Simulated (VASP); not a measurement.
Data:

```
CELL_PARAMETERS angstrom
      1.33969    -2.32041     0.00000
      1.33969     2.32041     0.00000
      0.00000     0.00000     4.69825
ATOMIC_POSITIONS crystal
  Zn 0.33333 0.66667 0.25000
  Zn 0.66667 0.33333 0.75000
```

Calculation: PBE GGA with D3 dispersion (Becke-Johnson damping), VASP's PBE PAW potentials (set 64) (plane waves; VASP 6.6.1). Numerical set-up: 520 eV cut-off, 16×16×8 Γ-centred mesh, first-order Methfessel-Paxton smearing of 0.10 eV, potentials Zn.

**Question.** The ions and cell shape at fixed volume are relaxed. What does this cell relax into?

**Answer.** 
```
CELL_PARAMETERS angstrom
      1.31846    -2.28365     0.00000
      1.31846     2.28365     0.00000
      0.00000     0.00000     4.85072
ATOMIC_POSITIONS crystal
  Zn 0.33333 0.66667 0.25000
  Zn 0.66667 0.33333 0.75000
```
Space group P6_3/mmc (194), at a tolerance of 0.03 Å.

**Question.** How much energy does the relaxation gain?

**Answer.** The energy (σ→0) changes by -6.7 meV/atom, in 5 ionic steps.

```csv
step,E(σ→0) (eV),max force (eV/Å),pressure (GPa),volume (Å³)
1,-3.0417,0.000,-2.26,29.21
2,-3.0480,0.000,-2.16,29.21
3,-3.0550,0.000,-1.73,29.21
4,-3.0550,0.000,-1.76,29.21
5,-3.0551,0.000,-1.74,29.21
```

The compound is Zn in the hcp structure. This cell is one point of a volume scan, at 1.03 of the reference volume. Symmetry was kept, so distortions that lower it aren't found.
